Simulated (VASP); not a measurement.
# AgB2 (P6/mmm) in VASP: a series of runs, part 2 of 2

VASP 6.6.1. Earlier steps stand in the parts before.

### 4 Single point, r2SCAN

INCAR

```
SYSTEM = AgB2
PREC = Accurate
ENCUT = 340
EDIFF = 1E-6
ISMEAR = 0
SIGMA = 0.05
LREAL = .False.
LASPH = .True.
NELM = 100
ALGO = Normal
ISIF = 2
LWAVE = .False.
LCHARG = .False.
METAGGA = R2SCAN
LMIXTAU = .True.
ADDGRID = .False.
```

KPOINTS

```
regular mesh
0
Gamma
  2 2 2
  0 0 0
```

POSCAR

```
AgB2
1.0
    3.0000000000      0.0000000000      0.0000000000
   -1.5000000000      2.5980762114      0.0000000000
    0.0000000000      0.0000000000      3.2400000000
Ag B
1 2
Direct
    0.0172000000      0.0014340000     -0.0107780000
    0.6537670000      0.3220700000      0.4709270000
    0.3421410000      0.7037590000      0.5156140000
```

Potentials or basis: VASP PAW PBE potentials, release 64 (Ag, B).

On the command line:

```sh
> cat potpaw_PBE.64/Ag/POTCAR potpaw_PBE.64/B/POTCAR > POTCAR
> mpirun -np 1 vasp_std > vasp.out
```

OUTCAR:

```text
SYSTEM = AgB2
   PREC = Accurate
   ENCUT = 340
   EDIFF = 1E-6
   ISMEAR = 0
   LREAL = .False.
   LASPH = .True.
   NELM = 100
   ISIF = 2
   METAGGA = R2SCAN

 Found      8 irreducible k-points:

 Following reciprocal coordinates:
            Coordinates               Weight
  0.000000  0.000000  0.000000      1.000000
  0.500000 -0.000000  0.000000      1.000000
  0.000000  0.500000  0.000000      1.000000
  0.500000  0.500000  0.000000      1.000000
  0.000000  0.000000  0.500000      1.000000
  0.500000 -0.000000  0.500000      1.000000
   k-points           NKPTS =      8   k-points in BZ     NKDIM =      8   number of bands    NBANDS=     12
   number of dos      NEDOS =    301   number of ions     NIONS =      3
   total plane-waves  NPLWV =   6480
   dimension x,y,z NGX =    18 NGY =   18 NGZ =   20
   dimension x,y,z NGXF=    36 NGYF=   36 NGZF=   40
   ions per type =               1   2
   NGX,Y,Z   is equivalent  to a cutoff of   9.97,  9.97, 10.26 a.u.
   NGXF,Y,Z  is equivalent  to a cutoff of  19.95, 19.95, 20.52 a.u.
 SYSTEM =  AgB2
   PREC   = accura    normal or accurate (medium, high low for compatibility)
   ISTART =      0    job   : 0-new  1-cont  2-samecut
   ICHARG =      2    charge: 1-file 2-atom 10-const
   ISPIN  =      1    spin polarized calculation?
   LNONCOLLINEAR =      F non collinear calculations
   LSORBIT =      F    spin-orbit coupling
   LASPH  =      T    aspherical Exc in radial PAW
   ENCUT  =  340.0 eV  24.99 Ry    5.00 a.u.   4.51  4.51  4.87*2*pi/ulx,y,z
   NELM   =    100;   NELMIN=  2; NELMDL= -5     # of ELM steps
   EDIFF  = 0.1E-05   stopping-criterion for ELM
   LREAL  =      F    real-space projection
   EDIFFG = 0.1E-04   stopping-criterion for IOM
   NSW    =      0    number of steps for IOM
   IBRION =     -1    ionic relax: 0-MD 1-quasi-New 2-CG
   NFREE  =      0    steps in history (QN), initial steepest desc. (CG)
   ISIF   =      2    stress and relaxation
   ISYM   =      2    0-nonsym 1-usesym 2-fastsym
   POTIM  = 0.5000    time-step for ionic-motion
   TEBEG  =    0.0;   TEEND  =   0.0 temperature during run
   PSTRESS=    0.0 pullay stress
   NELECT =      17.0000    total number of electrons
   NUPDOWN=      -1.0000    fix difference up-down
   EMIN   =  10.00;   EMAX   =-10.00  energy-range for DOS
   EFERMI =   0.00;   METHOD = LEGACY
   ISMEAR =     0;   SIGMA  =   0.05  broadening in eV -4-tet -1-fermi 0-gaus
   EFERMI_NEDOS =   21; number of points for ismear=-14 and -15
   IALGO  =     38    algorithm
   IMIX   =      4    mixing-type and parameters
     AMIX     =   0.40;   BMIX     =  1.00
     AMIX_MAG =   1.60;   BMIX_MAG =  1.00
  volume/ion in A,a.u.               =       8.42        56.81
  Fermi-wavevector in a.u.,A,eV,Ry     =   1.434779  2.711340 28.008838  2.058591
  Thomas-Fermi vector in A             =   2.554150
   LORBIT       =      0    0 simple, 1 ext, 2 COOP (PROOUT), +10 PAW based schemes
   METAGGA = R2SCAN    functional components
   LHFCALC =     F    Hartree Fock is set to
   AEXX    =    0.0000 exact exchange contribution
   IVDW    =     0    specifies the selected vdW correction
   LEPSILON=     F    determine dielectric tensor
   LRPA    =     F    only Hartree local field effects (RPA)
 non-spin polarized calculation
 Gauss-broadening in eV      SIGMA  =   0.05
  energy-cutoff  :      340.00
  volume of cell :       25.25
 maximum number of plane-waves:       370
   NGX =  9   NGY =  9   NGZ =  9

 number of electron      17.0000007 magnetization

 Free energy of the ion-electron system (eV)
  ---------------------------------------------------
  ext. energy  EPLUGINS =         0.00000000
  ---------------------------------------------------
  free energy    TOTEN  =       -32.10695970 eV

  energy without entropy =      -32.10167735  energy(sigma->0) =      -32.10431852

 E-fermi :  11.4499     XC(G=0): -14.2251

 val. band max:       11.4040064004   @ k =   0.0000   0.0000   0.5000
 cond. band min:      11.4816336085   @ k =   0.0000   0.5000   0.5000
 fundamental gap:      0.0776272081
 Fermi energy:        11.4499021444

 k-point     1 :       0.0000    0.0000    0.0000
  band No.  band energies     occupation
      1      -4.4580      2.00000
      2       3.3731      2.00000
      3       3.7968      2.00000
      4       3.9761      2.00000
      5       5.3907      2.00000
      6       5.5694      2.00000
      7       7.4441      2.00000
      8      11.0287      2.00000
      9      12.6902      0.00000
     10      15.5197      0.00000
     11      16.4559      0.00000
     12      17.4803      0.00000

 k-point     2 :       0.5000   -0.0000    0.0000
  band No.  band energies     occupation
      1      -0.2314      2.00000
      2       0.2084      2.00000
      3       2.9578      2.00000
      4       3.4034      2.00000
      5       5.1974      2.00000
      6       6.0832      2.00000
      7       7.1037      2.00000
      8       7.3201      2.00000
      9      14.0587      0.00000
     10      15.2262      0.00000
     11      17.1737      0.00000
     12      17.6150      0.00000

 k-point     3 :       0.0000    0.5000    0.0000
  band No.  band energies     occupation
      1      -0.6353      2.00000
      2       0.4407      2.00000
      3       3.2024      2.00000
      4       3.4608      2.00000
      5       5.0737      2.00000
      6       6.0701      2.00000
      7       7.3056      2.00000
      8       7.5094      2.00000
      9      12.9618      0.00000
     10      15.7133      0.00000
     11      17.4796      0.00000
     12      17.6442      0.00000

 k-point     4 :       0.5000    0.5000    0.0000
  band No.  band energies     occupation
      1      -0.2294      2.00000
      2       0.2225      2.00000
      3       2.9463      2.00000
      4       3.4215      2.00000
      5       5.2158      2.00000
      6       6.0754      2.00000
      7       7.0226      2.00000
      8       7.3205      2.00000
      9      14.0722      0.00000
     10      15.1988      0.00000
     11      17.2530      0.00000
     12      17.6507      0.00000

 k-point     5 :       0.0000    0.0000    0.5000
  band No.  band energies     occupation
      1      -2.3062      2.00000
      2       0.7434      2.00000
      3       4.4249      2.00000
      4       4.5318      2.00000
      5       4.6405      2.00000
      6       4.8629      2.00000
      7       5.7437      2.00000
      8       9.5893      2.00000
      9      11.4040      1.80576
     10      18.0024      0.00000
     11      19.0451      0.00000
     12      20.6008      0.00000

 k-point     6 :       0.5000   -0.0000    0.5000
  band No.  band energies     occupation
      1      -0.9400      2.00000
      2       2.3621      2.00000
      3       2.7483      2.00000
      4       3.2199      2.00000
      5       5.9155      2.00000
      6       5.9935      2.00000
      7       6.1851      2.00000
      8       9.2353      2.00000
      9      10.9312      2.00000
     10      11.9833      0.00000
     11      16.1229      0.00000
     12      20.4307      0.00000

 [... further k-points ...]

------------------------ aborting loop because EDIFF is reached ----------------------------------------

  FORCE on cell =-STRESS in cart. coord.  units (eV):
  Direction    XX          YY          ZZ          XY          YZ          ZX
  --------------------------------------------------------------------------------------
  -------------------------------------------------------------------------------------
  Total        5.1547081     12.5299607     10.0894805     -0.0355065     -0.4428850     -0.0812323
  in kB      327.0367129    794.9542554    640.1197610     -2.2526862    -28.0985158     -5.1537254
  external PRESSURE =     587.3702431 kB  Pullay stress =       0.0000000 kB

 VOLUME and BASIS-vectors are now :
 -----------------------------------------------------------------------------
  energy-cutoff  :      340.00
  volume of cell :       25.25
      direct lattice vectors                 reciprocal lattice vectors
     3.000000000  0.000000000  0.000000000     0.333333333  0.192450090  0.000000000
    -1.500000000  2.598076211  0.000000000     0.000000000  0.384900179  0.000000000
     0.000000000  0.000000000  3.240000000     0.000000000  0.000000000  0.308641975

 POSITION                                       TOTAL-FORCE (eV/Angst)
 -----------------------------------------------------------------------------------
      0.04945      0.00373      3.20508        -0.571793     -0.062082      0.254727
      1.47820      0.83676      1.52580         0.243844      0.424106      1.287174
     -0.02922      1.82842      1.67059         0.327949     -0.362024     -1.541901
 -----------------------------------------------------------------------------------
    total drift:                                0.000015      0.000136     -0.000102

  FREE ENERGIE OF THE ION-ELECTRON SYSTEM (eV)
  ---------------------------------------------------
  free  energy   TOTEN  =       -32.1069596983 eV

  energy  without entropy=      -32.1016773476  energy(sigma->0) =      -32.10431852
```

OSZICAR:

```text
N       E                     dE             d eps       ncg     rms          rms(c)
DAV:   1     0.347593158660E+02    0.34759E+02   -0.62828E+03   200   0.935E+02
DAV:   2    -0.375686418449E+02   -0.72328E+02   -0.66974E+02   232   0.229E+02
DAV:   3    -0.392981444058E+02   -0.17295E+01   -0.17164E+01   216   0.357E+01
DAV:   4    -0.393079206340E+02   -0.97762E-02   -0.97308E-02   220   0.283E+00
DAV:   5    -0.393080506479E+02   -0.13001E-03   -0.13001E-03   216   0.272E-01    0.202E+01
DAV:   6    -0.323182516605E+02    0.69898E+01   -0.16508E+01   208   0.588E+01    0.191E+01
DAV:   7    -0.321933345572E+02    0.12492E+00   -0.15593E+00   208   0.172E+01    0.832E+00
DAV:   8    -0.321040444425E+02    0.89290E-01   -0.67993E-01   212   0.520E+00    0.322E+00
DAV:   9    -0.321120236760E+02   -0.79792E-02   -0.30441E-02   220   0.224E+00    0.153E+00
DAV:  10    -0.321060476313E+02    0.59760E-02   -0.75550E-03   200   0.923E-01    0.989E-01
DAV:  11    -0.321055457567E+02    0.50187E-03   -0.10234E-02   208   0.110E+00    0.116E-01
DAV:  12    -0.321067664331E+02   -0.12207E-02   -0.27015E-03   216   0.573E-01    0.203E-01
DAV:  13    -0.321070179501E+02   -0.25152E-03   -0.12348E-03   204   0.334E-01    0.184E-01
DAV:  14    -0.321069352427E+02    0.82707E-04   -0.24446E-04   192   0.173E-01    0.495E-02
DAV:  15    -0.321069528128E+02   -0.17570E-04   -0.57643E-05   196   0.837E-02    0.169E-02
DAV:  16    -0.321069595370E+02   -0.67242E-05   -0.78624E-06   220   0.340E-02    0.602E-03
DAV:  17    -0.321069596983E+02   -0.16129E-06   -0.89792E-07   100   0.123E-02
   1 F= -.32106960E+02 E0= -.32104319E+02  d E =-.528235E-02
```

It took 7.7 s on 1 thread of Intel Xeon 6975P-C (Granite Rapids), shared host; peak memory 0.12 GiB.

The run converged, but some of its settings lie outside the range that counts as converged, so its numbers aren't taken as properties of the crystal.

Results:

```
Free energy            : -32.1070 eV
Largest force          : 1.617 eV/Å
Band gap on the k mesh : none (metal or under the smearing width)
```

Caveat: the k mesh is coarse (spacing up to 1.21 Å⁻¹), so the values aren't converged; the cutoff is under 1.25 times the usual one of these potentials, so pressure, stress and relaxed cells hold a basis-set (Pulay) error; the PAW data sets were made with another functional, which shifts forces and pressure a little.

### 5 Single point, r2SCAN

Edit INCAR of step 4 so:

```diff
@@ -2,3 +2,3 @@
 PREC = Accurate
-ENCUT = 340
+ENCUT = 400
 EDIFF = 1E-6
```

KPOINTS is that of step 4.

POSCAR

```
AgB2
1.0
    3.0000000000      0.0000000000      0.0000000000
   -1.5000000000      2.5980762114      0.0000000000
    0.0000000000      0.0000000000      3.2400000000
Ag B
1 2
Direct
    0.0000000000      0.0000000000      0.0000000000
    0.6666666667      0.3333333333      0.5000000000
    0.3333333333      0.6666666667      0.5000000000
```

On the command line:

```sh
> cat potpaw_PBE.64/Ag/POTCAR potpaw_PBE.64/B/POTCAR > POTCAR
> mpirun -np 1 vasp_std > vasp.out
```

It took 10 s on 1 thread of Intel Xeon 6975P-C (Granite Rapids), shared host; peak memory 0.13 GiB.

These settings aren't checked as converged: the numbers below hold their error.

Results:

* Free energy: -32.2131 eV
* Pressure: 57.5 GPa
* Band gap on the k mesh: none (metal or under the smearing width)

Caveat: the k mesh is coarse (spacing up to 1.21 Å⁻¹), so the values aren't converged; a pressure of tens of GPa on the cell as given is suspect, and the run, the potentials or the cell itself is likely at fault; the PAW data sets were made with another functional, which shifts forces and pressure a little.
